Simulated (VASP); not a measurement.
Crystal: MoS2, a slab with vacuum.

```xyz
3
Lattice="3.1531 0.0000 0.0000 -1.5766 2.7307 0.0000 0.0000 0.0000 21.1303" Properties=species:S:1:pos:R:3 pbc="T T T"
S     0.0000    1.8205    8.9981
S     0.0000    1.8205   12.1322
Mo    1.5766    0.9102   10.5651
```

Base run:

```yaml
Program: VASP 6.6.1
Functional: PBE0
Potentials_or_basis: VASP PAW PBE potentials, release 64 (S, Mo_sv)
Cutoff: 520 eV
k_mesh: 9 × 9 × 1
Occupations: gaussian, width 0.03 eV
Spin: no spin polarisation
```

Its results: band gap on the k mesh 2.91 eV, direct; largest force 0.440 eV/Å.

Task: The run is repeated on the same cell with these changes: functional from PBE0 to HSE06. What comes out?

Result: Band gap on the k mesh 2.27 eV, direct; largest force 0.450 eV/Å.

Caveats: the PAW data sets were made with another functional, which shifts forces and pressure a little.

Not every run made on this cell is shown here.
